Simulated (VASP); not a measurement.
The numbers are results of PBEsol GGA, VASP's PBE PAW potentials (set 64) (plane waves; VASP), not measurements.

VASP input:

### POSCAR
```
Au3Pd
1
    4.0230367909     0.0000000000    -0.0000000000
    0.0000000000     4.0230367909    -0.0000000000
   -0.0000000000     0.0000000000     4.0230367909
Pd Au
1 3
Direct
  0.0000000000   0.0000000000   0.0000000000
  0.5000000000   0.5000000000   0.0000000000
  0.5000000000   0.0000000000   0.5000000000
  0.0000000000   0.5000000000   0.5000000000
```

**KPOINTS**
```
Automatic mesh
0
Gamma
 7 7 7
0 0 0
```

### INCAR
```
GGA = PS
LCHARG = .FALSE.
NSW = 60   # most ionic steps
NELM = 100   # most electronic steps
PREC = Accurate
ISMEAR = 1
LREAL = .FALSE.   # projection in real space or not
ENCUT = 400   # plane-wave cut-off (eV)
LMAXMIX = 6   # l cut-off of mixed one-centre charges
IBRION = 2   # conjugate gradients
EDIFFG = -0.02   # ionic stop
SYSTEM = Au3Pd
EDIFF = 1E-6   # SCF stop (eV)
ISIF = 3   # ions, shape and volume
ALGO = Normal
LASPH = .TRUE.   # aspherical one-centre terms
SIGMA = 0.1   # width (eV)
LWAVE = .FALSE.
```

POTCAR, in this order: Pd Au (PBE.64 set). Program: vasp_std.

What VASP printed:

File OUTCAR:
```
 ion  position               nearest neighbor table
   1  0.000  0.000  0.000-   2 2.84   3 2.84   4 2.84   3 2.84   4 2.84   2 2.84   4 2.84   4 2.84
                             2 2.84   3 2.84   3 2.84   2 2.84
   2  0.500  0.500  0.000-   1 2.84   3 2.84   4 2.84   3 2.84   4 2.84   1 2.84   3 2.84   3 2.84
                             1 2.84   4 2.84   4 2.84   1 2.84
   3  0.500  0.000  0.500-   1 2.84   2 2.84   4 2.84   1 2.84   2 2.84   2 2.84   4 2.84   2 2.84
                             1 2.84   4 2.84   1 2.84   4 2.84
   4  0.000  0.500  0.500-   1 2.84   2 2.84   3 2.84   1 2.84   2 2.84   1 2.84   3 2.84   1 2.84
                             2 2.84   3 2.84   2 2.84   3 2.84
  LATTYP: Found a simple cubic cell.
 ALAT       =     4.0230367909
 Subroutine PRICEL returns:
 Original cell was already a primitive cell.
 Subroutine GETGRP returns: Found 48 space group operations
The static configuration has the point symmetry O_h .
The dynamic configuration has the point symmetry O_h .
 Subroutine INISYM returns: Found 48 space group operations
 Subroutine IBZKPT returns following result:
 Found     20 irreducible k-points:

 Following reciprocal coordinates:
            Coordinates               Weight
  0.000000  0.000000  0.000000      1.000000
  0.142857  0.000000  0.000000      6.000000
  0.285714  0.000000  0.000000      6.000000
  0.428571  0.000000  0.000000      6.000000
  0.142857  0.142857  0.000000     12.000000
  0.285714  0.142857  0.000000     24.000000
  0.428571  0.142857  0.000000     24.000000
  0.285714  0.285714  0.000000     12.000000
  0.428571  0.285714  0.000000     24.000000
  0.428571  0.428571  0.000000     12.000000
  0.142857  0.142857  0.142857      8.000000
  0.285714  0.142857  0.142857     24.000000
  0.428571  0.142857  0.142857     24.000000
  0.285714  0.285714  0.142857     24.000000
  0.428571  0.285714  0.142857     48.000000
  0.428571  0.428571  0.142857     24.000000
  0.285714  0.285714  0.285714      8.000000
  0.428571  0.285714  0.285714     24.000000
...
```

### OSZICAR
```
       N       E                     dE             d eps       ncg     rms          rms(c)
DAV:   1     0.245014322515E+03    0.24501E+03   -0.18829E+04  1008   0.133E+03
DAV:   2    -0.137035252351E+02   -0.25872E+03   -0.25352E+03  1200   0.320E+02
DAV:   3    -0.196738972861E+02   -0.59704E+01   -0.59132E+01  1066   0.502E+01
DAV:   4    -0.197353594232E+02   -0.61462E-01   -0.61253E-01  1099   0.514E+00
DAV:   5    -0.197362347946E+02   -0.87537E-03   -0.87510E-03  1075   0.623E-01    0.188E+01
DAV:   6    -0.183484870751E+02    0.13877E+01   -0.84801E+00  1080   0.315E+01    0.140E+01
DAV:   7    -0.182272345368E+02    0.12125E+00   -0.53852E+00  1040   0.180E+01    0.728E+00
DAV:   8    -0.180515119268E+02    0.17572E+00   -0.84716E-01  1043   0.109E+01    0.363E+00
DAV:   9    -0.180524912680E+02   -0.97934E-03   -0.70343E-02  1068   0.191E+00    0.649E-01
DAV:  10    -0.180464818288E+02    0.60094E-02   -0.46582E-02  1037   0.192E+00    0.868E-02
DAV:  11    -0.180464937265E+02   -0.11898E-04   -0.89991E-04  1030   0.274E-01    0.517E-02
DAV:  12    -0.180464898972E+02    0.38293E-05   -0.19355E-05  1066   0.334E-02    0.101E-02
DAV:  13    -0.180464888015E+02    0.10957E-05   -0.49666E-06   772   0.190E-02    0.365E-03
DAV:  14    -0.180464888644E+02   -0.62877E-07   -0.31239E-07   511   0.392E-03
   1 F= -.18046489E+02 E0= -.18046495E+02  d E =-.180465E+02
       N       E                     dE             d eps       ncg     rms          rms(c)
DAV:   1    -0.180691020829E+02   -0.22613E-01   -0.44423E-01  1004   0.558E+00    0.950E-01
DAV:   2    -0.180474180861E+02    0.21684E-01   -0.76276E-02  1012   0.214E+00    0.355E-01
DAV:   3    -0.180465658315E+02    0.85225E-03   -0.16444E-02  1032   0.124E+00    0.401E-01
DAV:   4    -0.180460057500E+02    0.56008E-03   -0.32835E-03  1035   0.549E-01    0.205E-01
DAV:   5    -0.180460041750E+02    0.15750E-05   -0.15110E-04  1036   0.753E-02    0.247E-02
DAV:   6    -0.180460022873E+02    0.18877E-05   -0.16013E-05  1033   0.371E-02    0.429E-03
DAV:   7    -0.180460024303E+02   -0.14297E-06   -0.51329E-07   505   0.600E-03
   2 F= -.18046002E+02 E0= -.18045977E+02  d E =0.486434E-03
       N       E                     dE             d eps       ncg     rms          rms(c)
DAV:   1    -0.180561352466E+02   -0.10133E-01   -0.18108E-01  1004   0.356E+00    0.609E-01
DAV:   2    -0.180472586285E+02    0.88766E-02   -0.31131E-02  1004   0.136E+00    0.218E-01
DAV:   3    -0.180469252098E+02    0.33342E-03   -0.65070E-03  1032   0.795E-01    0.249E-01
DAV:   4    -0.180467057182E+02    0.21949E-03   -0.13339E-03  1035   0.345E-01    0.125E-01
DAV:   5    -0.180467191420E+02   -0.13424E-04   -0.58980E-05  1026   0.476E-02    0.135E-02
DAV:   6    -0.180467203538E+02   -0.12118E-05   -0.48006E-06   887   0.204E-02    0.248E-03
DAV:   7    -0.180467204770E+02   -0.12319E-06   -0.22068E-07   500   0.366E-03
   3 F= -.18046720E+02 E0= -.18046714E+02  d E =-.231613E-03
```

OUTCAR:
```
------------------------ aborting loop because EDIFF is reached ----------------------------------------
  FORCE on cell =-STRESS in cart. coord.  units (eV):
  Direction    XX          YY          ZZ          XY          YZ          ZX
  --------------------------------------------------------------------------------------
  Total        0.0025582      0.0025582      0.0025582      0.0000000      0.0000000     -0.0000000
  in kB        0.0627922      0.0627922      0.0627922      0.0000000      0.0000000     -0.0000000
  external PRESSURE =       0.0627922 kB  Pullay stress =       0.0000000 kB
  volume of cell :       65.27
      direct lattice vectors                 reciprocal lattice vectors
     4.026345173  0.000000000  0.000000000     0.248364201  0.000000000 -0.000000000
    -0.000000000  4.026345173 -0.000000000    -0.000000000  0.248364201  0.000000000
     0.000000000 -0.000000000  4.026345173    -0.000000000  0.000000000  0.248364201
 POSITION                                       TOTAL-FORCE (eV/Angst)
 -----------------------------------------------------------------------------------
      0.00000      0.00000      0.00000         0.000000      0.000000      0.000000
      2.01317      2.01317     -0.00000         0.000000      0.000000      0.000000
      2.01317      0.00000      2.01317         0.000000     -0.000000      0.000000
     -0.00000      2.01317      2.01317        -0.000000     -0.000000      0.000000
 -----------------------------------------------------------------------------------
    total drift:                                0.000000      0.000000      0.000000
  FREE ENERGIE OF THE ION-ELECTRON SYSTEM (eV)
  ---------------------------------------------------
  free  energy   TOTEN  =       -18.0467204770 eV

  energy  without entropy=      -18.0467023376  energy(sigma->0) =      -18.04671443

 reached required accuracy - stopping structural energy minimisation
```
(Selected blocks of OUTCAR.)

**CONTCAR**
```
Au3Pd
   1.00000000000000
     4.0263451731109612    0.0000000000000000    0.0000000000000000
    -0.0000000000000000    4.0263451731109612   -0.0000000000000000
     0.0000000000000000   -0.0000000000000000    4.0263451731109612
  Pd              Au
     1     3
Direct
     0.0000000000000000    0.0000000000000000    0.0000000000000000
     0.5000000000000000    0.5000000000000000    0.0000000000000000
     0.5000000000000000    0.0000000000000000    0.5000000000000000
     0.0000000000000000    0.5000000000000000    0.5000000000000000
```

The structure was generated: Au3Pd was put into an ordered model structure (Pm-3m), which need not be its known phase. This run relaxes it. Symmetry was kept, so distortions that lower it aren't found. The start is the result of an earlier pass. The electron count is odd and the run is not spin-polarised, which forces a metal.
